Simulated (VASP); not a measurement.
Calculation: PBE GGA, VASP's PBE PAW potentials (set 64) (plane waves; VASP).

The input files of a VASP run:

**INCAR**
```
ALGO  =  Normal
EDIFF  =  1E-6
ENCUT  =  400
GGA  =  PE
ISIF  =  2
ISMEAR  =  0
LASPH  =  .True.
LCHARG  =  .False.
LMAXMIX  =  4
LREAL  =  .False.
LWAVE  =  .False.
NELM  =  100
PREC  =  Accurate
SIGMA  =  0.05
SYSTEM  =  Ge
```

### POSCAR
```
Ge
1
    0.0000000000     2.8290000000     2.8290000000
    2.8290000000     0.0000000000     2.8290000000
    2.8290000000     2.8290000000     0.0000000000
Ge
2
Direct
  0.0000000000   0.0000000000   0.0000000000
  0.2500000000   0.2500000000   0.2500000000
```

**KPOINTS**
```
Automatic mesh
0
Gamma
6 6 6
0 0 0
```

POTCAR, in this order: Ge_d (PBE.64 set). Program: vasp_std.

Output

File OSZICAR:
```
       N       E                     dE             d eps       ncg     rms          rms(c)
DAV:   1     0.152183187307E+03    0.15218E+03   -0.13314E+04   592   0.375E+03
DAV:   2     0.103837527799E+02   -0.14180E+03   -0.13948E+03   576   0.491E+02
DAV:   3    -0.845774977620E+01   -0.18842E+02   -0.18664E+02   626   0.139E+02
DAV:   4    -0.904400279359E+01   -0.58625E+00   -0.58466E+00   654   0.276E+01
DAV:   5    -0.905355233969E+01   -0.95495E-02   -0.95481E-02   644   0.371E+00    0.324E+00
DAV:   6    -0.899637456197E+01    0.57178E-01   -0.23561E-02   622   0.158E+00    0.194E+00
DAV:   7    -0.896305073105E+01    0.33324E-01   -0.60620E-02   612   0.236E+00    0.161E-01
DAV:   8    -0.896492671526E+01   -0.18760E-02   -0.68869E-03   660   0.122E+00    0.650E-02
DAV:   9    -0.896494146458E+01   -0.14749E-04   -0.23741E-04   732   0.288E-01    0.185E-02
DAV:  10    -0.896496320694E+01   -0.21742E-04   -0.10242E-04   652   0.172E-01    0.771E-03
DAV:  11    -0.896496414889E+01   -0.94195E-06   -0.12159E-05   696   0.665E-02    0.136E-03
DAV:  12    -0.896496440497E+01   -0.25608E-06   -0.38149E-07   340   0.897E-03
   1 F= -.89649644E+01 E0= -.89647769E+01  d E =-.375049E-03
```

**OUTCAR**
```
------------------------ aborting loop because EDIFF is reached ----------------------------------------
  FORCE on cell =-STRESS in cart. coord.  units (eV):
  Direction    XX          YY          ZZ          XY          YZ          ZX
  --------------------------------------------------------------------------------------
  Total        0.9076312      0.9076312      0.9076312      0.0000000      0.0000000      0.0000000
  in kB       32.1137600     32.1137600     32.1137600      0.0000000      0.0000000      0.0000000
  external PRESSURE =      32.1137600 kB  Pullay stress =       0.0000000 kB
  volume of cell :       45.28
      direct lattice vectors                 reciprocal lattice vectors
     0.000000000  2.829000000  2.829000000    -0.176740898  0.176740898  0.176740898
     2.829000000  0.000000000  2.829000000     0.176740898 -0.176740898  0.176740898
     2.829000000  2.829000000  0.000000000     0.176740898  0.176740898 -0.176740898
 POSITION                                       TOTAL-FORCE (eV/Angst)
 -----------------------------------------------------------------------------------
      0.00000      0.00000      0.00000         0.000000      0.000000      0.000000
      1.41450      1.41450      1.41450        -0.000000     -0.000000     -0.000000
 -----------------------------------------------------------------------------------
    total drift:                                0.000000      0.000000      0.000000
  FREE ENERGIE OF THE ION-ELECTRON SYSTEM (eV)
  ---------------------------------------------------
  free  energy   TOTEN  =        -8.9649644050 eV

  energy  without entropy=       -8.9645893564  energy(sigma->0) =       -8.96477688
```
(Selected blocks of OUTCAR.)

File OUTCAR:
```
 val. band max:        4.9999237012   @ k =   0.0000   0.0000   0.0000

 cond. band min:       5.0345518272   @ k =   0.0000   0.0000   0.0000


 Fermi energy:         5.0342707873

 k-point     1 :       0.0000    0.0000    0.0000
  band No.  band energies     occupation
      1     -19.8061      2.00000
      2     -19.8061      2.00000
      3     -19.8061      2.00000
      4     -19.7706      2.00000
      5     -19.7706      2.00000
      6     -19.5603      2.00000
      7     -19.5603      2.00000
      8     -19.5603      2.00000
      9     -19.5464      2.00000
     10     -19.5464      2.00000
     11      -7.7718      2.00000
     12       4.9999      1.66886
     13       4.9999      1.66869
     14       4.9999      1.66869
     15       5.0346      0.99366
     16       7.5512      0.00000
     17       7.5512      0.00000
     18       7.5512      0.00000

 k-point     2 :       0.1667    0.0000    0.0000
  band No.  band energies     occupation
      1     -19.8179      2.00000
      2     -19.8179      2.00000
      3     -19.8018      2.00000
      4     -19.7528      2.00000
      5     -19.7528      2.00000
      6     -19.5767      2.00000
      7     -19.5767      2.00000
      8     -19.5650      2.00000
      9     -19.5323      2.00000
     10     -19.5323      2.00000
     11      -7.4355      2.00000
     12       1.8329      2.00000
     13       4.4776      2.00000
     14       4.4776      2.00000
     15       5.9597      0.00000
     16       8.2435      0.00000
     17       8.2435      0.00000
     18       9.1623      0.00000

 k-point     3 :       0.3333    0.0000    0.0000
  band No.  band energies     occupation
      1     -19.8280      2.00000
      2     -19.8280      2.00000
      3     -19.7929      2.00000
      4     -19.7337      2.00000
      5     -19.7337      2.00000
      6     -19.5908      2.00000
      7     -19.5908      2.00000
      8     -19.5750      2.00000
      9     -19.5220      2.00000
...
```

The compound is Ge in the diamond structure. The cell was not relaxed at this level.
